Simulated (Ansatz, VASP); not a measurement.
# TaWC2: VASP beside Ansatz

File INCAR:

```
  PREC = Accurate
  ENCUT = 900
  EDIFF = 1E-6
  ISMEAR = -1
  SIGMA = 0.05
  LREAL = False
  LASPH = True
  NELM = 100
  ALGO = Normal
  ISIF = 2
  LWAVE = False
  LCHARG = False
  LMAXMIX = 4
  GGA = PE
  NBANDS = 24
```

KPOINTS

```
regular mesh
0
Gamma
  7 7 7
```

The input POSCAR:

```
TaWC2
1.0
    1.5718551461      0.9075109917      5.1016196719
   -1.5718551461      0.9075109917      5.1016196719
    0.0000000000     -1.8150219835      5.1016196719
W Ta C
1 1 2
Direct
    0.0000000000      0.0000000000      0.0000000000
    0.5000000000      0.5000000000      0.5000000000
    0.2509330000      0.2509330000      0.2509330000
    0.7490670000      0.7490670000      0.7490670000
```

Contents of KPOINTS_OPT:

```
path GLB1,BZGX,QFP1Z,LP
15
line-mode
reciprocal
 0.0000000000  0.0000000000  0.0000000000  G
 0.5000000000  0.0000000000  0.0000000000  L

 0.5000000000  0.0000000000  0.0000000000  L
 0.5000000000  0.1877624847 -0.1877624847  B1

 0.8122375153  0.5000000000  0.1877624847  B
 0.5000000000  0.5000000000  0.5000000000  Z

 0.5000000000  0.5000000000  0.5000000000  Z
 0.0000000000  0.0000000000  0.0000000000  G

 0.0000000000  0.0000000000  0.0000000000  G
 0.3438812424  0.0000000000 -0.3438812424  X

 0.6561187576  0.3438812424  0.0000000000  Q
 0.5000000000  0.5000000000  0.0000000000  F

 0.5000000000  0.5000000000  0.0000000000  F
 0.6561187576  0.6561187576  0.1877624847  P1

 0.6561187576  0.6561187576  0.1877624847  P1
 0.5000000000  0.5000000000  0.5000000000  Z

 0.5000000000  0.0000000000  0.0000000000  L
 0.8122375153  0.3438812424  0.3438812424  P
```

Contents of input.yaml:

```yaml
crystal:
  lattice:
    - [1.5718551461, 0.9075109917, 5.1016196719]
    - [-1.5718551461, 0.9075109917, 5.1016196719]
    - [0.0, -1.8150219835, 5.1016196719]
  atoms:
    - { symbol: W, position: [0.0, 0.0, 0.0] }
    - { symbol: Ta, position: [0.5, 0.5, 0.5] }
    - { symbol: C, position: [0.250933, 0.250933, 0.250933] }
    - { symbol: C, position: [0.749067, 0.749067, 0.749067] }
hamiltonian:
  xc: pbe
  pseudopotentials: { kind: paw }
kpoints:
  mp_grid: { grid: [7, 7, 7] }
  band_path:
    path:
      - [[0.0, 0.0, 0.0], [0.5, 0.0, 0.0], [0.5, 0.1877624847, -0.1877624847]]
      - [[0.8122375153, 0.5, 0.1877624847], [0.5, 0.5, 0.5], [0.0, 0.0, 0.0], [0.3438812424, 0.0, -0.3438812424]]
      - [[0.6561187576, 0.3438812424, 0.0], [0.5, 0.5, 0.0], [0.6561187576, 0.6561187576, 0.1877624847], [0.5, 0.5, 0.5]]
      - [[0.5, 0.0, 0.0], [0.8122375153, 0.3438812424, 0.3438812424]]
    npoints: 14
scf:
  occupations: { method: fermi_dirac, width: 0.05 }
  n_extra_bands: 10
output:
  forces: true
  stress: true
  eigenvalues: true
  fatbands: false
```

The cell comes from a database or a generator and needn't be the stable form of this composition.

Alike in both runs: task band structure; functional PBE; k mesh 7 × 7 × 7; occupations fermi-dirac, width 0.05 eV; no spin polarisation.

```csv
,VASP,Ansatz
version,VASP 6.6.1,Ansatz 0.2.0
potentials or method,"VASP PAW PBE potentials, release 64 (W_sv, Ta_pv, C_h)",Ansatz PAW
plane-wave cutoff (eV),900,420
valence electrons in the cell,33,35
```

Ansatz gave:

```
gap on the k mesh at the Fermi level (eV) : none
rms of the force components (eV/Å)        : 0.013
```

Task: Estimate VASP's values.

Result: gap on the k mesh at the Fermi level (eV): none; rms of the force components (eV/Å): 0.016.

Atom by atom the forces differ by 0.003 eV/Å (rms over components). A gap of «none» marks a metal or a gap that the smearing closes. The functional is the same, so the differences come from potentials, cutoffs and numerics. The two sets of potentials don't hold the same shells in valence.

Caveats: spin-orbit coupling is left out, which moves the levels of the heavy elements.
